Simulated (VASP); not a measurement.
# ZnGaP (P-6m2) in VASP: a series of runs, part 2 of 2

VASP 6.6.1. Earlier steps stand in the parts before.

## Step 4: Relaxation of cell and atoms, PBE, target pressure 20 GPa, at which the enthalpy is minimised

INCAR reads:

```
ALGO = Normal
EDIFF = 1E-7
EDIFFG = -0.005
ENCUT = 600
GGA = PE
IBRION = 2
ISIF = 3
ISMEAR = -1
LASPH = True
LCHARG = False
LREAL = False
LWAVE = False
NELM = 60
NSW = 40
PREC = Accurate
PSTRESS = 200
SIGMA = 0.05
```

KPOINTS reads:

```
k-points
0
Gamma
  8 8 6
```

POSCAR reads:

```
ZnGaP
1.0
    4.0159400000      0.0000000000      0.0000000000
   -2.0079700000      3.4779100000      0.0000000000
    0.0000000000      0.0000000000      4.4042000000
Zn Ga P
1 1 1
Direct
    0.0000000000      0.0000000000      0.5000000000
    0.6666700000      0.3333300000      0.0000000000
    0.3333300000      0.6666700000      0.5000000000
```

Potentials or basis: VASP PAW PBE potentials, release 64 (Zn, Ga_d, P).

Launch:

```console
cat potpaw_PBE.64/Zn/POTCAR potpaw_PBE.64/Ga_d/POTCAR potpaw_PBE.64/P/POTCAR > POTCAR
mpirun -np 1 vasp_std > vasp.out
```

OUTCAR:

```text
EDIFF = 1E-7
   EDIFFG = -0.005
   ENCUT = 600
   GGA = PE
   IBRION = 2
   ISIF = 3
   ISMEAR = -1
   LASPH = True
   LREAL = False
   NELM = 60
   NSW = 40
   PREC = Accurate
   PSTRESS = 200

 ion  position               nearest neighbor table
   1  0.000  0.000  0.500-   3 2.32   3 2.32   3 2.32
   2  0.667  0.333  0.000-
   3  0.333  0.667  0.500-   1 2.32   1 2.32   1 2.32

  LATTYP: Found a hexagonal cell.
 ALAT       =     4.0159400000
 C/A-ratio  =     1.0966797313

  Lattice vectors:

 A1 = (   4.0159400000,   0.0000000000,   0.0000000000)
 A2 = (  -2.0079700000,   3.4779100000,   0.0000000000)
 A3 = (   0.0000000000,   0.0000000000,   4.4042000000)

Analysis of symmetry for initial positions (statically):
=====================================================================
 Subroutine PRICEL returns:
 Original cell was already a primitive cell.

 Routine SETGRP: Setting up the symmetry group for a
 hexagonal supercell.

 Subroutine GETGRP returns: Found  4 space group operations
 (whereof  4 operations were pure point group operations)
 out of a pool of 24 trial point group operations.

The static configuration has the point symmetry C_2v.

Analysis of symmetry for dynamics (positions and initial velocities):
=====================================================================
 Subroutine PRICEL returns:
 Original cell was already a primitive cell.
[... 154 lines left out ...]
  ext. energy  EPLUGINS =         0.00000000
  ---------------------------------------------------
  free energy    TOTEN  =        -9.24529909 eV

  energy without entropy =       -9.24116384  energy(sigma->0) =       -9.24323146

 E-fermi :   3.7487     XC(G=0):  -9.9976

 val. band max:        3.7345348581   @ k =  -0.1250   0.2500   0.3333
 cond. band min:       3.8636517938   @ k =  -0.2500   0.5000   0.3333
 fundamental gap:      0.1291169357
 Fermi energy:         3.7486857143

 k-point     1 :       0.0000    0.0000    0.0000
  band No.  band energies     occupation
      1     -10.9858      2.00000
      2     -10.9678      2.00000
      3     -10.9678      2.00000
      4     -10.9666      2.00000
      5     -10.9666      2.00000
      6      -8.1152      2.00000
[... 631 lines left out ...]
  energy  without entropy=       -8.6432926552  energy(sigma->0) =       -8.64439829

  enthalpy is  TOTEN    =        -2.4957057166 eV   P V=        6.1497982116

[... ionic steps 4 to 12 ...]

--------------------------------------- Ionic step       13  -------------------------------------------

 number of electron      30.0000011 magnetization

------------------------ aborting loop because EDIFF is reached ----------------------------------------
[... 73 lines left out ...]
--------------------------------------- Ionic step       15  -------------------------------------------

 number of electron      30.0000008 magnetization

 Free energy of the ion-electron system (eV)
  ---------------------------------------------------
  ext. energy  EPLUGINS =         0.00000000
  ---------------------------------------------------
  free energy    TOTEN  =        -8.28604698 eV

  energy without entropy =       -8.28135311  energy(sigma->0) =       -8.28370004

 E-fermi :   7.4002     XC(G=0): -11.9496

 val. band max:        7.3986698435   @ k =   0.0000   0.0000   0.1667
 cond. band min:       7.4965978769   @ k =   0.1250   0.1250   0.1667
 fundamental gap:      0.0979280334
 Fermi energy:         7.4002300484

 k-point     1 :       0.0000    0.0000    0.0000
  band No.  band energies     occupation
      1      -7.7485      2.00000
      2      -7.6284      2.00000
      3      -7.6284      2.00000
      4      -7.5741      2.00000
      5      -7.5741      2.00000
      6      -6.9937      2.00000
[... 553 lines left out ...]
  energy  without entropy=       -8.2813531120  energy(sigma->0) =       -8.28370004

  enthalpy is  TOTEN    =        -2.9627184848 eV   P V=        5.3233284913

 reached required accuracy - stopping structural energy minimisation
```

Wall time 13 min (1 thread of Intel Xeon Platinum 8559C (Emerald Rapids), shared host); peak memory 0.3 GiB.

Results:

* Free energy: -8.2860 eV
* Relaxed volume: 14.21 Å³/atom
* Relaxed cell: a = 4.049 Å, b = 4.049 Å, c = 3.004 Å, α = 90.00°, β = 90.00°, γ = 120.00°
* Space group after relaxing (to 0.05 Å): P-6m2 (No. 187)
* Energy change on relaxing (the enthalpy is what falls): +319.8 meV/atom
* Ionic steps: 15
* Pressure after relaxing: 20.0 GPa
* Band gap on the k mesh: none (metal or under the smearing width)

Step by step:
```tsv
step	energy change (eV)	largest force (eV/Å)	pressure (GPa)	volume (Å³)
1	0.0000	0.0002	0.05	61.51
2	2.2048	0.0002	50.53	41.46
3	0.5998	0.0001	19.51	49.27
4	0.6278	0.0001	20.12	49.04
5	0.6257	0.0002	19.95	47.75
6	0.7417	0.0005	20.21	45.70
7	1.2282	0.0007	27.13	40.80
8	1.0122	0.0007	22.99	42.69
9	1.1418	0.0007	25.43	41.48
10	1.1861	0.0007	26.37	41.10
11	0.7334	0.0004	10.01	45.87
12	0.9983	0.0002	20.70	42.36
13	1.0056	0.0003	20.96	42.30
14	0.9350	0.0001	19.46	42.85
15	0.9593	0.0001	19.98	42.64
```

Final structure:
```
CELL_PARAMETERS angstrom
4.04886 -0.00003 0.00000
-2.02445 3.50641 0.00000
0.00000 0.00000 3.00379
ATOMIC_POSITIONS crystal
Zn 0.00000 0.00000 0.50000
Ga 0.66667 0.33333 0.00000
P 0.33333 0.66667 0.50000
```

Caveat: the cell is relaxed towards a set pressure, so the enthalpy falls and the energy may rise; the volume moved by over 15 % at a fixed basis, so the end points are rough.

## Step 5: Single point, HSE(alpha, omega)

POSCAR is that of step 4.

INCAR.step1 reads:

```
ALGO     = Normal         # electronic algorithm
EDIFF    = 1E-5           # SCF threshold, eV
ENCUT    = 520            # plane-wave cutoff, eV
GGA      = PE             # functional
ISIF     = 2              # what is computed and relaxed
ISMEAR   = -1             # smearing method
LASPH    = T              # aspherical terms in the spheres
LCHARG   = F              # write CHGCAR
LREAL    = F              # projectors in reciprocal space
LWAVE    = T              # write WAVECAR
NELM     = 60             # most SCF steps
PREC     = Accurate       # precision mode
SIGMA    = 0.05           # smearing width, eV
```

INCAR.step2 reads:

```
AEXX     = 0.25           # exact-exchange fraction
ALGO     = Normal         # electronic algorithm
EDIFF    = 1E-6           # SCF threshold, eV
ENCUT    = 520            # plane-wave cutoff, eV
GGA      = PE             # functional
HFSCREEN = 0.1            # screening, 1/A
ISIF     = 2              # what is computed and relaxed
ISMEAR   = -1             # smearing method
ISTART   = 1            
LASPH    = T              # aspherical terms in the spheres
LCHARG   = F              # write CHGCAR
LHFCALC  = T              # exact exchange
LREAL    = F              # projectors in reciprocal space
LWAVE    = F              # write WAVECAR
NELM     = 60             # most SCF steps
PREC     = Accurate       # precision mode
PRECFOCK = Fast         
SIGMA    = 0.05           # smearing width, eV
```

KPOINTS reads:

```
k-points
0
Gamma
  4 4 3
```

Launch:

```console
cat potpaw_PBE.64/Zn/POTCAR potpaw_PBE.64/Ga_d/POTCAR potpaw_PBE.64/P/POTCAR > POTCAR
cp INCAR.step1 INCAR
mpirun -np 1 vasp_std > vasp.out
cp INCAR.step2 INCAR
mpirun -np 1 vasp_std > vasp.out
```

Run time: 6.3 min. Hardware: 1 thread of Intel Xeon Platinum 8488C (Sapphire Rapids), shared host; peak memory 0.3 GiB.

The run converged. Its results:

```yaml
Free_energy: -11.1268 eV
Pressure: 1.2 GPa
Band_gap_on_the_k_mesh: 0.46 eV, indirect (least direct gap 2.49 eV)
```

Stress tensor (GPa, compression positive):
```
 1.33 -0.01  0.00
-0.01  1.31  0.00
 0.00  0.00  0.97
```

Levels at points of the mesh, in eV from the valence-band top:
```csv
k point,band 13,band 14,band 15,band 16,band 17,band 18
"(0.00, 0.00, 0.00)",-3.54,-1.06,-1.06,2.97,3.17,3.17
"(0.50, 0.00, 0.00)",-3.19,-2.92,-1.14,1.77,2.09,3.39
"(0.50, 0.50, 0.00)",-3.19,-2.92,-1.14,1.77,2.09,3.39
```

Caveat: the k mesh is coarse (spacing up to 0.48 Å⁻¹), so the values aren't converged, least of all with exact exchange; the PAW data sets were made with another functional, which shifts forces and pressure a little; an odd mesh through Γ misses points on the zone boundary, where band edges often lie.

## Step 6: Overview

```csv
task,level,cell,k mesh,cutoff (eV),target pressure,screening parameter,grid for exact exchange (PRECFOCK),mesh quality,gap on the mesh (eV),pressure (GPa)
relaxation of cell and atoms,PBE,relaxed to 5 GPa,8 × 8 × 6,600,5 GPa,-,-,not flagged,none,5.0
relaxation of cell and atoms,PBE,relaxed to 10 GPa,8 × 8 × 6,600,10 GPa,-,-,not flagged,none,10.0
relaxation of cell and atoms,PBE,relaxed to 20 GPa,8 × 8 × 6,600,20 GPa,-,-,not flagged,none,20.0
single point,"HSE(alpha, omega)",as given,4 × 4 × 3,520,-,0.1,Fast,coarse,0.46,1.2
```

Alike in all rows: potentials or basis VASP PAW PBE potentials, release 64 (Zn, Ga_d, P); no spin polarisation; smearing fermi-dirac 0.05 eV.

Caveats: some runs use coarse meshes; the cell is relaxed towards a set pressure, so the enthalpy falls and the energy may rise (some runs); the volume moved by over 15 % at a fixed basis, so the end points are rough (some runs); the PAW data sets were made with another functional, which shifts forces and pressure a little (some runs); an odd mesh through Γ misses points on the zone boundary, where band edges often lie (some runs).

Absolute energies hang on the potentials; compare differences alone.
